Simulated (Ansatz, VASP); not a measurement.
**HfIn4SiO6 in VASP and in Ansatz**

INCAR

```
ALGO = Fast
EDIFF = 1E-8
ENCUT = 520
GGA = PE
ISIF = 2
ISMEAR = -1
KPAR = 4
LASPH = T
LCHARG = F
LEFG = T
LREAL = F
LWAVE = F
NELM = 60
PREC = Accurate
SIGMA = 0.05
```

Contents of KPOINTS:

```
k-points
0
Gamma
  5 5 4
```

The input POSCAR:

```
HfIn4SiO6
1.0
    5.6986700000      0.0038100000      0.0155900000
   -0.7050600000      6.1081500000     -0.0057500000
   -2.7371800000     -1.3955700000      6.6307600000
Hf In Si O
1 4 1 6
Direct
    0.1179300000      0.0155600000      0.1329200000
    0.3884200000      0.9990100000      0.7289100000
    0.7586500000      0.0084200000      0.4958600000
    0.2346100000      0.4884100000      0.5330000000
    0.5964900000      0.4821100000      0.2052800000
    0.8677800000      0.4402900000      0.8554400000
    0.5531600000      0.3873800000      0.7929000000
    0.9345400000      0.3848300000      0.6559600000
    0.9841400000      0.2621800000      0.0034700000
    0.9908300000      0.6980600000      0.9845200000
    0.0866500000      0.0649300000      0.3937400000
    0.4868000000      0.1088300000      0.2179900000
```

Contents of input.yaml:

```yaml
crystal:
  lattice:
    - [5.69867, 0.00381, 0.01559]
    - [-0.70506, 6.10815, -0.00575]
    - [-2.73718, -1.39557, 6.63076]
  atoms:
    - { symbol: Hf, position: [0.11793, 0.01556, 0.13292] }
    - { symbol: In, position: [0.38842, 0.99901, 0.72891] }
    - { symbol: In, position: [0.75865, 0.00842, 0.49586] }
    - { symbol: In, position: [0.23461, 0.48841, 0.533] }
    - { symbol: In, position: [0.59649, 0.48211, 0.20528] }
    - { symbol: Si, position: [0.86778, 0.44029, 0.85544] }
    - { symbol: O, position: [0.55316, 0.38738, 0.7929] }
    - { symbol: O, position: [0.93454, 0.38483, 0.65596] }
    - { symbol: O, position: [0.98414, 0.26218, 0.00347] }
    - { symbol: O, position: [0.99083, 0.69806, 0.98452] }
    - { symbol: O, position: [0.08665, 0.06493, 0.39374] }
    - { symbol: O, position: [0.4868, 0.10883, 0.21799] }
hamiltonian:
  xc: pbe
  pseudopotentials: { kind: paw, frozen_core: stored }
kpoints:
  mp_grid: { grid: [5, 5, 4] }
scf:
  occupations: { method: fermi_dirac, width: 0.05 }
output:
  forces: true
  stress: true
  eigenvalues: true
  efg: {}
```

The cell was built by a generator and needn't be a form met in nature.

Alike in both runs: task electric field gradients; functional PBE; k mesh 5 × 5 × 4; occupations fermi-dirac, width 0.05 eV; no spin polarisation.

|  | VASP | Ansatz |
| --- | --- | --- |
| version | VASP 6.6.1 | Ansatz 0.2.0 |
| potentials or method | VASP PAW PBE potentials, release 64 (Hf_pv, In_d, Si, O) | Ansatz PAW |
| plane-wave cutoff (eV) | 520 | 420 |
| valence electrons in the cell | 102 | 118 |

Ansatz gave:

* gap on the k mesh at the Fermi level (eV): 0.89
* least direct gap on the mesh (eV): 1.17
* pressure (GPa): 0.0
* largest component of the traceless stress (GPa): 0.02
* rms of the force components (eV/Å): 0.002
* Vzz of the field gradient on the site that differs most (V/Å²): -174.9

Problem. What did VASP give for the same quantities?

Solution. gap on the k mesh at the Fermi level (eV): 0.88; least direct gap on the mesh (eV): 1.16; pressure (GPa): -0.2; largest component of the traceless stress (GPa): 0.05; rms of the force components (eV/Å): 0.051; Vzz of the field gradient on the site that differs most (V/Å²): -167.0.

Atom by atom the forces differ by 0.051 eV/Å (rms over components). The two sets of potentials don't hold the same shells in valence.

Caveats: spin-orbit coupling is left out, which moves the levels of the heavy elements; an odd mesh through Γ misses points on the zone boundary, where band edges often lie (VASP); odd divisions of the mesh miss points on the zone boundary, where band edges often lie, so the gap on the mesh can be too wide (Ansatz); the pressure holds a Pulay correction of +0.3 GPa for the finite cutoff (Ansatz). As with any semilocal functional, this PBE gap is likely too small.
